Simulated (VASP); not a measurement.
A run of VASP 6.6.1:

INCAR

```
ALGO = Normal ; EDIFF = 1E-6
EDIFFG = -0.01 ; ENCUT = 520
GGA = PE ; IBRION = 2
ISIF = 3 ; ISMEAR = 0
KPAR = 4 ; LASPH = T
LCHARG = F ; LREAL = F
LWAVE = F ; NELM = 120
NSW = 90 ; PREC = Accurate
SIGMA = 0.1
```

The input KPOINTS:

```
k-points
0
Gamma
  12 12 4
```

Contents of POSCAR:

```
Al2SiF2
1.0
    3.0472205300      0.0000000000      0.0000000000
   -1.5236102600      2.6389703900      0.0000000000
    0.0000000000      0.0000000000      8.1420000000
Al Si F
2 1 2
Direct
    0.6666666700      0.3333333300      0.7752395000
    0.3333333300      0.6666666700      0.2247605000
    0.0000000000      0.0000000000      0.0000000000
    0.3333333300      0.6666666700      0.6342422000
    0.6666666700      0.3333333300      0.3657578000
```

Potentials or basis: VASP PAW PBE potentials, release 64 (Al, Si, F).

Run with:

```console
$ cat potpaw_PBE.64/Al/POTCAR potpaw_PBE.64/Si/POTCAR potpaw_PBE.64/F/POTCAR > POTCAR
$ mpirun -np 4 vasp_std > vasp.out
```

Hardware: 4 MPI ranks on Intel(R) Xeon(R) 6975P-C (Granite Rapids) (shared host).

Q: How long does it take, and how much memory?

A: Wall time 2.1 min on 4 MPI ranks on Intel(R) Xeon(R) 6975P-C (Granite Rapids), on a shared host, peak memory 0.24 GiB a rank. Counts: scf iterations 166, k points 69, ion steps 24.
